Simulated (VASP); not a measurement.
These are PBEsol GGA, VASP's PBE PAW potentials (set 64) (plane waves; VASP) values and carry that method's errors.

VASP input:

KPOINTS:
```
Regular mesh
0
gamma
 8 8 8
0 0 0
```

**POSCAR**
```
MgS
1
    0.0000000000     2.6020168326     2.6020168326
    2.6020168326     0.0000000000     2.6020168326
    2.6020168326     2.6020168326     0.0000000000
Mg S
1 1
Direct
  0.0000000000   0.0000000000   0.0000000000
  0.5000000000   0.5000000000   0.5000000000
```

INCAR:
```
! general
SYSTEM=MgS
PREC  =Accurate
ENCUT =480
LREAL =F
LASPH =T

! electronic loop
EDIFF =1E-7
NELM  =100
ALGO  =Normal

! smearing
ISMEAR=0
SIGMA =0.05

! functional
GGA   =PS

! ions
ISIF  =2

! output
LWAVE =F
LCHARG=F
```

POTCAR, in this order: Mg S (PBE.64 set). Program: vasp_std.

The run wrote:

OSZICAR:
```
       N       E                     dE             d eps       ncg     rms          rms(c)
DAV:   1     0.195144599226E+02    0.19514E+02   -0.35476E+03   488   0.753E+02
DAV:   2    -0.862143826306E+01   -0.28136E+02   -0.27349E+02   656   0.103E+02
DAV:   3    -0.944011064355E+01   -0.81867E+00   -0.81867E+00   552   0.235E+01
DAV:   4    -0.944358562022E+01   -0.34750E-02   -0.34750E-02   760   0.175E+00
DAV:   5    -0.944358893976E+01   -0.33195E-05   -0.33195E-05   608   0.394E-02    0.410E+00
DAV:   6    -0.911727045432E+01    0.32632E+00   -0.82982E-01   496   0.444E+00    0.310E+00
DAV:   7    -0.907575325029E+01    0.41517E-01   -0.20028E-01   608   0.231E+00    0.195E+00
DAV:   8    -0.907305601115E+01    0.26972E-02   -0.91305E-03   576   0.771E-01    0.692E-01
DAV:   9    -0.907293067473E+01    0.12534E-03   -0.38865E-04   568   0.153E-01    0.244E-01
DAV:  10    -0.907293379353E+01   -0.31188E-05   -0.51126E-05   624   0.440E-02    0.510E-02
DAV:  11    -0.907293541358E+01   -0.16201E-05   -0.86546E-07   664   0.812E-03    0.144E-02
DAV:  12    -0.907293523540E+01    0.17818E-06   -0.65839E-08   400   0.153E-03    0.459E-03
DAV:  13    -0.907293516603E+01    0.69370E-07   -0.26449E-08   280   0.950E-04
   1 F= -.90729352E+01 E0= -.90729352E+01  d E =-.190523E-15
```

OUTCAR:
```
------------------------ aborting loop because EDIFF is reached ----------------------------------------
  FORCE on cell =-STRESS in cart. coord.  units (eV):
  Direction    XX          YY          ZZ          XY          YZ          ZX
  --------------------------------------------------------------------------------------
  Total       -0.2577380     -0.2577380     -0.2577380      0.0000000      0.0000000     -0.0000000
  in kB      -11.7200320    -11.7200320    -11.7200320      0.0000000      0.0000000     -0.0000000
  external PRESSURE =     -11.7200320 kB  Pullay stress =       0.0000000 kB
  volume of cell :       35.23
      direct lattice vectors                 reciprocal lattice vectors
     0.000000000  2.602016833  2.602016833    -0.192158634  0.192158634  0.192158634
     2.602016833  0.000000000  2.602016833     0.192158634 -0.192158634  0.192158634
     2.602016833  2.602016833  0.000000000     0.192158634  0.192158634 -0.192158634
 POSITION                                       TOTAL-FORCE (eV/Angst)
 -----------------------------------------------------------------------------------
      0.00000      0.00000      0.00000         0.000000     -0.000000      0.000000
      2.60202      2.60202      2.60202        -0.000000      0.000000     -0.000000
 -----------------------------------------------------------------------------------
    total drift:                                0.000000      0.000000      0.000000
  FREE ENERGIE OF THE ION-ELECTRON SYSTEM (eV)
  ---------------------------------------------------
  free  energy   TOTEN  =        -9.0729351660 eV

  energy  without entropy=       -9.0729351660  energy(sigma->0) =       -9.07293517
```
(Selected blocks of OUTCAR.)

The compound is MgS in the rock salt structure. This cell was strained or had an atom moved on purpose.
